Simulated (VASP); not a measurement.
Input:

```
NiO
1.0
    4.15997     2.07692     2.07692
    2.07692     4.15997     2.07692
    2.07692     2.07692     4.15997
Ni O
2 2
Cartesian
  0.00000   0.00000   0.00000
  4.15690   4.15690   4.15690
  2.07845   2.07845   2.07845
  6.23535   6.23535   6.23535
```
Starting moments (μB, in the order of the record's atoms Ni Ni O O): 1.6 -1.6 0.0 0.0.

Level of theory: r2SCAN meta-GGA, VASP's PBE PAW potentials (set 64) (plane waves; VASP). Settings: 520 eV cut-off, 10×10×10 Γ-centred mesh, tetrahedra with Blöchl corrections, potentials Ni O.

The cores are frozen, which limits the accuracy of field gradients.

Task: Give the principal components of the electric field gradient (V/Å²) and the asymmetry η at each nucleus.

Result: 
```
atom   Vxx   Vyy   Vzz     η
----  ----  ----  ----  ----
Ni1   -0.1  -0.1   0.3     -
Ni2   -0.1  -0.1   0.3     -
O3     1.6   1.6  -3.3  0.00
O4     1.6   1.6  -3.3  0.00
```

The compound is NiO in the rock salt, AFM-II order structure. It was relaxed first.
